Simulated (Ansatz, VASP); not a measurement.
# LuBrO: VASP beside Ansatz, part 2 of 2

One calculation is typed for both programs; each brings its own data sets. How far apart do they land? The structure shown is the start of the Ansatz relaxation below; VASP solves that cell, so the two are compared at the walk's first step.

VASP 6.6.1 and Ansatz 0.2.0.

So far: The structure; Ansatz: relaxation, PBEsol with D3(BJ).

### 3. VASP: single point, PBEsol with D3(BJ), start cell

Level of this step: PBEsol with D3(BJ), 4f electrons in the core; plane waves and PAW (Br, Lu_3, O) (VASP).

The same cell, functional, mesh and smearing now go to VASP, with its own data sets.

Lines of VASP's logs that name or quote its potential files are left out, and so is its time.

Input file INCAR:

```
SYSTEM = LuBrO
PREC = Accurate
ENCUT = 520
EDIFF = 1E-06
NELM = 120
ISMEAR = -1
SIGMA = 0.02
LREAL = .FALSE.
ALGO = Normal
GGA = PS
IVDW = 12
NBANDS = 28
LORBIT = 11
LWAVE = .FALSE.
LCHARG = .FALSE.
ISIF = 2
LDIPOL = .TRUE.
IDIPOL = 3
DIPOL = 0.5 0.5 0.5
LVHAR = .TRUE.
LASPH = .TRUE.
GGA_COMPAT = .FALSE.
EFERMI = MIDGAP
NELMDL = -8
KPAR = 2
```

Input file POSCAR:

```
LuBrO
1.0
    3.7646000000      0.0000000000      0.0000000000
    0.0000000000      3.7646000000      0.0000000000
    0.0000000000      0.0000000000     38.2000000000
Br Lu O
2 2 2
Direct
    0.5000000000      0.0000000000      0.4282255759
    0.0000000000      0.5000000000      0.5717744241
    0.0000000000      0.5000000000      0.4709665707
    0.5000000000      0.0000000000      0.5290334293
    0.5000000000      0.5000000000      0.5000000000
    0.0000000000      0.0000000000      0.5000000000
```

Input file KPOINTS:

```
Automatic mesh
0
Gamma
6 6 1
0 0 0
```

PAW data sets: Br, Lu_3 and O (PBE family, release 64).

On the command line:

```sh
$ mpirun -np 2 vasp_std
```

Numbers of over 12 decimals in the logs are rounded to 6 here.

The program printed:

```text
[banner, memory and clock lines left out]
running    2 mpi-ranks, on    1 nodes
 distrk:  each k-point on    1 cores,    2 groups
 distr:  one band on    1 cores,    1 groups

 POSCAR found type information on POSCAR BrLuO
 POSCAR found :  3 types and       6 ions
|                                                                             |
|               ----> ADVICE to this user running VASP <----                  |
|                                                                             |
|     You enforced a specific xc type in the INCAR file but a different       |
|     [... a line on the potential file left out ...]
|     I HOPE YOU KNOW WHAT YOU ARE DOING!                                     |
|                                                                             |

 LDA part: xc-table for (Slater+PW92), standard interpolation
 POSCAR, INCAR and KPOINTS ok, starting setup
 FFT: planning ... GRIDC
 FFT: planning ... GRID_SOFT
 FFT: planning ... GRID
 WAVECAR not read
 entering main loop
       N       E                     dE             d eps       ncg     rms          rms(c)
DAV:   1     0.456640753162E+03    0.45664E+03   -0.17188E+04   960   0.120E+03
DAV:   2     0.650903182096E+02   -0.39155E+03   -0.37852E+03  1088   0.498E+02
DAV:   3    -0.386368863251E+02   -0.10373E+03   -0.99964E+02  1088   0.189E+02
DAV:   4    -0.470086867699E+02   -0.83718E+01   -0.83432E+01   976   0.483E+01
DAV:   5    -0.472118660337E+02   -0.20318E+00   -0.20263E+00  1000   0.131E+01
DAV:   6    -0.472219920126E+02   -0.10126E-01   -0.10114E-01   976   0.229E+00
DAV:   7    -0.472228162230E+02   -0.82421E-03   -0.82379E-03   928   0.580E-01
DAV:   8    -0.472229108486E+02   -0.94626E-04   -0.94616E-04   960   0.184E-01    0.381E+01
DAV:   9    -0.421112729811E+02    0.51116E+01   -0.28550E+01  1096   0.485E+01    0.276E+01
DAV:  10    -0.419059668433E+02    0.20531E+00   -0.16204E+00   960   0.971E+00    0.804E+00
DAV:  11    -0.418671208005E+02    0.38846E-01   -0.14075E-01  1040   0.441E+00    0.728E-01
DAV:  12    -0.418718788184E+02   -0.47580E-02   -0.82884E-02   960   0.227E+00    0.461E-01
DAV:  13    -0.418707147771E+02    0.11640E-02   -0.70997E-03  1112   0.121E+00    0.285E-01
DAV:  14    -0.418706384888E+02    0.76288E-04   -0.18361E-03   896   0.338E-01    0.122E-01
[...]
DAV:  21    -0.418714342307E+02   -0.35026E-04   -0.15191E-06   576   0.186E-02    0.371E-03
DAV:  22    -0.418714693075E+02   -0.35077E-04   -0.21892E-06   600   0.160E-02    0.173E-03
DAV:  23    -0.418714848560E+02   -0.15548E-04   -0.82531E-07   576   0.115E-02    0.149E-03
DAV:  24    -0.418714965238E+02   -0.11668E-04   -0.34327E-07   504   0.139E-02    0.108E-03
DAV:  25    -0.418715022616E+02   -0.57377E-05   -0.54274E-07   528   0.965E-03    0.975E-04
DAV:  26    -0.418715050124E+02   -0.27508E-05   -0.14403E-07   512   0.905E-03    0.575E-04
DAV:  27    -0.418715063918E+02   -0.13795E-05   -0.10377E-07   472   0.599E-03    0.398E-04
DAV:  28    -0.418715070479E+02   -0.65609E-06   -0.68880E-08   464   0.600E-03
   1 F= -.42939276E+02 E0= -.42939276E+02  d E =0.000000E+00
```

Parts of OUTCAR (step 3):

```text
ion  position               nearest neighbor table
   1  0.500  0.000  0.428-   3 3.12   3 3.12   3 3.12   3 3.12
   2  0.000  0.500  0.572-   4 3.12   4 3.12   4 3.12   4 3.12
   3  0.000  0.500  0.471-   5 2.18   6 2.18   6 2.18   5 2.18   1 3.12   1 3.12   1 3.12   1 3.12
                             4 3.47   4 3.47   4 3.47   4 3.47
   4  0.500  0.000  0.529-   5 2.18   6 2.18   5 2.18   6 2.18   2 3.12   2 3.12   2 3.12   2 3.12
                             3 3.47   3 3.47   3 3.47   3 3.47
   5  0.500  0.500  0.500-   3 2.18   4 2.18   4 2.18   3 2.18
   6  0.000  0.000  0.500-   3 2.18   4 2.18   3 2.18   4 2.18

  LATTYP: Found a simple tetragonal cell.
 ALAT       =     3.7646000000
 C/A-ratio  =    10.1471603889

 Subroutine GETGRP returns: Found 16 space group operations
 (whereof  8 operations were pure point group operations)

The static configuration has the point symmetry D_2d.
 The point group associated with its full space group is D_4h.

 Found     10 irreducible k-points:

   k-points           NKPTS =     10   k-points in BZ     NKDIM =     10   number of bands    NBANDS=     28

   dimension x,y,z NGX =    28 NGY =   28 NGZ =  288
   dimension x,y,z NGXF=    56 NGYF=   56 NGZF=  576

   ENCUT  =  520.0 eV  38.22 Ry    6.18 a.u.   7.00  7.00 71.03*2*pi/ulx,y,z

   NELECT =      44.0000    total number of electrons

 k-points in reciprocal lattice and weights: Automatic mesh
   0.00000000  0.00000000  0.00000000       0.028
   0.16666667  0.00000000  0.00000000       0.111
   0.33333333  0.00000000  0.00000000       0.111
   0.50000000  0.00000000  0.00000000       0.056
   0.16666667  0.16666667  0.00000000       0.111
   0.33333333  0.16666667  0.00000000       0.222
   0.50000000  0.16666667  0.00000000       0.111
   0.33333333  0.33333333  0.00000000       0.111
   0.50000000  0.33333333  0.00000000       0.111
   0.50000000  0.50000000  0.00000000       0.028

 dipolmoment           0.000000      0.000000     -0.000000 electrons x Angstroem

 average (electrostatic) potential at core
       1 -69.2015       2 -69.2015       3 -38.1143       4 -38.1143       5 -78.3601
       6 -78.3601

 E-fermi :  -3.2440

 k-point     1 :       0.0000    0.0000    0.0000
  band No.  band energies     occupation
    ...
     18      -5.9190      2.00000
     19      -5.9190      2.00000
     20      -5.7311      2.00000
     21      -5.3915      2.00000
     22      -5.3915      2.00000
     23      -1.0965      0.00000
     24      -0.9617      0.00000
     25       0.2018      0.00000
     26       0.4456      0.00000
     27       1.0816      0.00000
    ...

 k-point     2 :       0.1667    0.0000    0.0000
  band No.  band energies     occupation
    ...
     18      -6.5311      2.00000
     19      -5.8939      2.00000
     20      -5.7673      2.00000
     21      -5.6829      2.00000
     22      -5.4675      2.00000
     23      -0.4516      0.00000
     24      -0.2515      0.00000
     25       0.6440      0.00000
     26       0.6651      0.00000
     27       1.0574      0.00000
    ...

 k-point     3 :       0.3333    0.0000    0.0000
  band No.  band energies     occupation
    ...
     18      -6.6891      2.00000
     19      -5.8981      2.00000
     20      -5.8419      2.00000
     21      -5.8039      2.00000
     22      -5.5549      2.00000
     23       0.2969      0.00000
     24       0.3073      0.00000
     25       0.6500      0.00000
     26       0.7937      0.00000
     27       1.0596      0.00000
    ...

 Edisp (eV)   -1.06777

  Total      -4.82842    -4.82842    -2.63493     0.00000     0.00000     0.00000
  in kB     -14.28942   -14.28942    -7.79790     0.00000     0.00000     0.00000
  external pressure =      -12.13 kB  Pullay stress =        0.00 kB

  energy-cutoff  :      520.00
  volume of cell :      541.38
      direct lattice vectors                 reciprocal lattice vectors
     3.764600000  0.000000000  0.000000000     0.265632471  0.000000000  0.000000000
     0.000000000  3.764600000  0.000000000     0.000000000  0.265632471  0.000000000
     0.000000000  0.000000000 38.200000000     0.000000000  0.000000000  0.026178010

 POSITION                                       TOTAL-FORCE (eV/Angst)
 -----------------------------------------------------------------------------------
      1.88230      0.00000     16.35822         0.000000      0.000000      0.117763
      0.00000      1.88230     21.84178        -0.000000      0.000000     -0.117763
      0.00000      1.88230     17.99092        -0.000000      0.000000      0.871669
      1.88230      0.00000     20.20908         0.000000      0.000000     -0.871669
      1.88230      1.88230     19.10000         0.000000      0.000000     -0.000000
      0.00000      0.00000     19.10000        -0.000000      0.000000     -0.000000
 -----------------------------------------------------------------------------------
    total drift:                                0.000000      0.000000      0.000000

  FREE ENERGIE OF THE ION-ELECTRON SYSTEM (eV)
  ---------------------------------------------------
  free  energy   TOTEN  =       -42.9392763149 eV

  energy  without entropy=      -42.9392763149  energy(sigma->0) =      -42.93927631

 vacuum level on the upper side and lower side of the slab         1.793         1.793

 total charge
# of ion       s       p       d       tot
------------------------------------------
    1        1.599   3.255   0.008   4.862
    2        1.599   3.255   0.008   4.862
    3        0.356   6.663   1.116   8.136
    4        0.356   6.663   1.116   8.136
    5        1.553   3.522   0.000   5.074
    6        1.553   3.522   0.000   5.074
--------------------------------------------------
tot          7.016  26.880   2.249  36.145

[... 3 further parts left out ...]
```

The data set Lu_3 holds the 4f electrons frozen in the core, so no f bands or f moments appear.

### 4. Side by side

Known differences besides the potentials themselves: Ansatz cuts the interaction across the vacuum, VASP repeats the sheet with a dipole correction; the data sets hold 76 valence electrons in Ansatz (on its PAW soft_1 files) and 44 in VASP; the cutoff is 420 eV in Ansatz and 520 eV in VASP; Ansatz makes its cores anew for this functional, VASP keeps those of its PBE data sets. Total energies have different zeros and are not compared.

Forces (eV/Å; atoms numbered as in POSCAR):

| atom | Ansatz x, y, z | VASP x, y, z |
| --- | --- | --- |
| Br1 | 0.000, 0.000, 0.083 | 0.000, 0.000, 0.118 |
| Br2 | 0.000, 0.000, -0.083 | 0.000, 0.000, -0.118 |
| Lu3 | 0.000, 0.000, 0.347 | 0.000, 0.000, 0.872 |
| Lu4 | 0.000, 0.000, -0.347 | 0.000, 0.000, -0.872 |
| O5 | 0.000, 0.000, 0.000 | 0.000, 0.000, 0.000 |
| O6 | 0.000, 0.000, 0.000 | 0.000, 0.000, 0.000 |

The forces differ by 175 meV/Å r.m.s., which is 59.8 % of the r.m.s. force of 0.293 eV/Å (both taken over all components). With vacuum in the cell, a pressure given here is an average over mostly empty space and none of the material.

### 5. Outcome

```yaml
r_m_s_force_difference_single_point_pbesol_with_d3_bj_start_cell: 60 % of the r.m.s. force
```

In words: The r.m.s. force difference is 60 % of the r.m.s. force (single point, PBEsol with D3(BJ), start cell), beyond the 3 % picked in this series as the mark of a large difference. The data sets hold unlike numbers of valence electrons (76 in Ansatz and 44 in VASP), so part of the differences comes from the potentials. What causes the difference of the single point, PBEsol with D3(BJ), start cell pair stays open here. 1 further run of this series is not shown here. How closely two codes agree says nothing of how well the functional describes the real material.

[Lines on the potential files, build, host, timing and source positions are cut from VASP's logs without a mark.]

[Logs are printed without paths, hosts, clocks, repeated set-up lines and the standing remarks that a program may print on its own settings, such as how far it seeks lower states.]

[Hosts, paths, dates, database ids (printed as entryN), source tags and the programs' standing remarks are cut or masked in the printed files.]
